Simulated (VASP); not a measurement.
Data:

```yaml
crystal:
  lattice:
    - [3.12704, 0.00000, 0.00000]
    - [0.00000, 3.12704, 0.00000]
    - [0.00000, 0.00000, 3.17394]
  atoms:
    - { symbol: Zn, position: [0.50000, 0.50000, 0.50000] }
    - { symbol: Au, position: [0.00000, 0.00000, 0.00000] }
```

The numbers are results of PBEsol GGA, VASP's PBE PAW potentials (set 64) (plane waves; VASP 6.6.1), not measurements. Settings: 480 eV cut-off, 12×12×12 Γ-centred mesh, first-order Methfessel-Paxton smearing of 0.10 eV, potentials Zn Au.

Unless said otherwise, spin-orbit coupling is left out, though it shifts the bands of the heavy elements here.

Task: Estimate the energy per atom (σ→0), pressure, band gap (on the k-mesh) with the smallest direct gap where there is one.

Result: 
- band gap (on the k-mesh) = none (metal, semimetal or under 0.01 eV)
- energy per atom (σ→0) = -2.977 eV/atom
- pressure = -1.71 GPa

Total energies compare only between runs with the same potentials, cut-off and functional.

The compound is AuZn in the CsCl type structure. This cell was strained or had an atom moved on purpose. The electron count is odd and the run is not spin-polarised, which forces a metal.
